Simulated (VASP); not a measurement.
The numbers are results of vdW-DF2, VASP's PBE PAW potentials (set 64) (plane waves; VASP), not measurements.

A VASP calculation is set up with these files.

**INCAR**
```
AGGAC = 0.0
ALGO = Normal
EDIFF = 1E-7
ENCUT = 520
GGA = ML
ICHARG = 11
ISMEAR = 0
LASPH = .TRUE.
LCHARG = .FALSE.
LMAXMIX = 4
LORBIT = 11
LREAL = .FALSE.
LUSE_VDW = .TRUE.
LWAVE = .FALSE.
NELM = 100
PREC = Accurate
SIGMA = 0.05
SYSTEM = PbSe
ZAB_VDW = -1.8867
```

POSCAR:
```
PbSe
1
    0.0000000000     3.2033818511     3.2033818511
    3.2033818511     0.0000000000     3.2033818511
    3.2033818511     3.2033818511     0.0000000000
Pb Se
1 1
Direct
  0.0000000000   0.0000000000   0.0000000000
  0.5000000000   0.5000000000   0.5000000000
```

KPOINTS:
```
k-points along high-symmetry lines
15
Line-mode
Reciprocal
  0.000000   0.000000   0.000000 ! GAMMA
  0.500000   0.000000   0.500000 ! X

  0.500000   0.000000   0.500000 ! X
  0.625000   0.250000   0.625000 ! U

  0.375000   0.375000   0.750000 ! K
  0.000000   0.000000   0.000000 ! GAMMA

  0.000000   0.000000   0.000000 ! GAMMA
  0.500000   0.500000   0.500000 ! L

  0.500000   0.500000   0.500000 ! L
  0.500000   0.250000   0.750000 ! W

  0.500000   0.250000   0.750000 ! W
  0.500000   0.000000   0.500000 ! X
```

POTCAR, in this order: Pb_d Se (PBE.64 set). Program: vasp_std. Read from the step before: CHGCAR.

What VASP printed:

### OSZICAR
```
       N       E                     dE             d eps       ncg     rms          rms(c)
DAV:   1     0.163040393337E+03    0.16304E+03   -0.95606E+03  2520   0.140E+03
DAV:   2     0.918145151107E+01   -0.15386E+03   -0.15071E+03  2694   0.342E+02
DAV:   3    -0.329114871354E+01   -0.12473E+02   -0.12059E+02  3360   0.103E+02
DAV:   4    -0.360650750959E+01   -0.31536E+00   -0.31521E+00  2776   0.204E+01
DAV:   5    -0.361707282901E+01   -0.10565E-01   -0.10565E-01  3464   0.358E+00
DAV:   6    -0.361760987941E+01   -0.53705E-03   -0.53705E-03  3358   0.697E-01
DAV:   7    -0.361761387380E+01   -0.39944E-05   -0.39944E-05  3488   0.589E-02
DAV:   8    -0.361761396253E+01   -0.88731E-07   -0.88720E-07  3222   0.901E-03
   1 F= -.36176140E+01 E0= -.36176140E+01  d E =-.123502E-16
```

**OUTCAR**
```
 val. band max:        3.4622610588   @ k =   0.5000   0.5000   0.5000

 cond. band min:       4.1222505238   @ k =   0.5000   0.5000   0.5000



 k-point     1 :       0.0000    0.0000    0.0000
  band No.  band energies     occupation
      1     -13.1288      2.00000
      2     -13.1288      2.00000
      3     -13.1288      2.00000
      4     -13.1283      2.00000
      5     -13.1283      2.00000
      6      -9.0706      2.00000
      7      -3.1536      2.00000
      8       2.2607      2.00000
      9       2.2607      2.00000
     10       2.2607      2.00000
     11       7.7468      0.00000
     12       7.7468      0.00000
     13       7.7468      0.00000
     14      10.5238      0.00000

 k-point     2 :       0.0357    0.0000    0.0357
  band No.  band energies     occupation
      1     -13.1289      2.00000
      2     -13.1286      2.00000
      3     -13.1285      2.00000
      4     -13.1285      2.00000
      5     -13.1281      2.00000
      6      -9.0608      2.00000
      7      -3.1791      2.00000
      8       2.2448      2.00000
      9       2.2448      2.00000
     10       2.3163      2.00000
     11       7.5407      0.00000
     12       7.7387      0.00000
     13       7.7387      0.00000
     14      10.4223      0.00000

 k-point     3 :       0.0714    0.0000    0.0714
  band No.  band energies     occupation
      1     -13.1297      2.00000
      2     -13.1293      2.00000
      3     -13.1277      2.00000
      4     -13.1276      2.00000
      5     -13.1276      2.00000
      6      -9.0315      2.00000
      7      -3.2507      2.00000
      8       2.1983      2.00000
      9       2.1983      2.00000
     10       2.4728      2.00000
     11       7.0360      0.00000
     12       7.7207      0.00000
     13       7.7207      0.00000
     14      10.1787      0.00000

 k-point     4 :       0.1071    0.0000    0.1071
  band No.  band energies     occupation
      1     -13.1317      2.00000
...
```

The density is held fixed in this step, so its total energy and stress have no physical meaning. Unless said otherwise, spin-orbit coupling is left out, though it shifts the bands of the heavy elements here.

The compound is PbSe in the rock salt structure. It was relaxed first, which changed the volume by +15 %.
